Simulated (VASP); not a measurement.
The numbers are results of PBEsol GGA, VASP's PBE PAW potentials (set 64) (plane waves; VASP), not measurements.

The input files of a VASP run:

### INCAR
```
LREAL=.FALSE.   # projection in real space or not
LWAVE=.TRUE.
SIGMA=0.1
ISIF=2   # forces and stress, cell fixed
NELM=100   # most electronic steps
EDIFF=1E-5   # SCF stop (eV)
IBRION=2
PREC=Normal
GGA=PS   # PBEsol
ALGO=Normal   # blocked Davidson
EDIFFG=-0.03   # ionic stop
IDIPOL=3
NSW=50   # most ionic steps
NELMIN=4
LDIPOL=.TRUE.
LASPH=.TRUE.   # aspherical one-centre terms
LCHARG=.FALSE.
ENCUT=400
DIPOL=0.5 0.5 0.5
LMAXMIX=4   # l cut-off of mixed one-centre charges
SYSTEM=Ag(111) slab
ISMEAR=1   # Methfessel-Paxton
```

File KPOINTS:
```
Automatic mesh
0
gamma
 11 11 1
```

### POSCAR
```
Ag(111) slab
1
    2.8643846789    -0.0000000000    -0.0000000000
   -1.4321918442     2.4806294114     0.0000000000
    0.0000000000     0.0000000000    24.2114627524
Ag
4
Direct
  0.0000000000   0.0000000000   0.3551040000
  0.6666670000   0.3333330000   0.4517010000
  0.3333330000   0.6666670000   0.5482990000
  0.0000000000   0.0000000000   0.6448960000
```

POTCAR, in this order: Ag (PBE.64 set). Program: vasp_std.

Q: Estimate the energy per atom (σ→0), band gap (on the k-mesh).

A: 
The energy per atom (σ→0) is -3.093 eV/atom and the band gap (on the k-mesh) is none (metal, semimetal or under 0.01 eV).

### OSZICAR
```
...
DAV:   4    -0.123719259985E+02   -0.28032E-06   -0.22657E-07   434   0.395E-03
   4 F= -.12371926E+02 E0= -.12371770E+02  d E =-.555736E-03
       N       E                     dE             d eps       ncg     rms          rms(c)
DAV:   1    -0.123720382342E+02   -0.11252E-03   -0.14962E-01   832   0.219E+00    0.258E-02
DAV:   2    -0.123721196532E+02   -0.81419E-04   -0.83399E-04   850   0.256E-01    0.173E-02
DAV:   3    -0.123721162975E+02    0.33557E-05   -0.15463E-05   482   0.380E-02    0.114E-02
DAV:   4    -0.123721159859E+02    0.31159E-06   -0.10827E-05   434   0.253E-02
   5 F= -.12372116E+02 E0= -.12371966E+02  d E =-.189987E-03
```

The cell is a thin slab with vacuum, built from Ag (fcc): (111) face.
